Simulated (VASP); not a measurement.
# CdTe: relaxation of cell and atoms with PBE

CdTe:

```xyz
2
Lattice="0.0000 3.2136 3.2136 3.2136 0.0000 3.2136 3.2136 3.2136 0.0000" Properties=species:S:1:pos:R:3 pbc="T T T"
Cd    0.0000    0.0000    0.0000
Te    1.6068    1.6068    1.6068
```

The cell was built by a generator and needn't be a form met in nature.

* Program: VASP 6.6.1
* Task: relaxation of cell and atoms
* Functional: PBE
* Potentials or basis: VASP PAW PBE potentials, release 64 (Cd, Te)
* Cutoff: 600 eV
* k mesh: 6 × 6 × 6
* Occupations: fermi-dirac, width 0.02 eV
* Spin: no spin polarisation
* Dipole correction: no
* Further INCAR settings: ALGO = Fast; EDIFF = 1e-07; IBRION = 2; EDIFFG = -0.005; NSW = 80; ISIF = 3

| Quantity | Value |
| --- | --- |
| Relaxed volume | 36.31 Å³/atom |
| Relaxed cell | a = 4.683 Å, b = 4.683 Å, c = 4.683 Å, α = 60.00°, β = 60.00°, γ = 60.00° |
| Space group after relaxing (to 0.05 Å) | F-43m (No. 216) |
| Energy gained by relaxing | 35.4 meV/atom |
| Ionic steps | 3 |
| Pressure after relaxing | 0.0 GPa |
| Band gap on the k mesh | 0.57 eV, direct |

The path:
```tsv
step	energy change (eV)	largest force (eV/Å)	pressure (GPa)	volume (Å³)
1	0.0000	0.0000	3.94	66.38
2	-0.0657	0.0000	-0.84	74.53
3	-0.0707	0.0000	0.00	72.63
```

Final structure:
```yaml
crystal:
  lattice:
    - [0.00000, 3.31153, 3.31153]
    - [3.31153, 0.00000, 3.31153]
    - [3.31153, 3.31153, 0.00000]
  atoms:
    - { symbol: Cd, position: [0.00000, 0.00000, 0.00000] }
    - { symbol: Te, position: [0.25000, 0.25000, 0.25000] }
```

Levels at points of the mesh, in eV from the valence-band top:
| k point | band 7 | band 8 | band 9 | band 10 | band 11 | band 12 |
| --- | --- | --- | --- | --- | --- | --- |
| (0.00, 0.00, 0.00) | 0.00 | 0.00 | 0.00 | 0.57 | 4.64 | 4.64 |
| (0.50, 0.00, 0.00) | -4.07 | -0.68 | -0.68 | 1.75 | 5.21 | 5.21 |
| (0.50, 0.50, 0.00) | -4.00 | -1.65 | -1.65 | 2.67 | 2.74 | 8.50 |

Run time: 28 s on 1 thread of Intel(R) Xeon(R) 6975P-C (Granite Rapids), on a shared host, peak memory 0.22 GiB.

Caveat: spin-orbit coupling is left out, which moves the levels of the heavy elements.
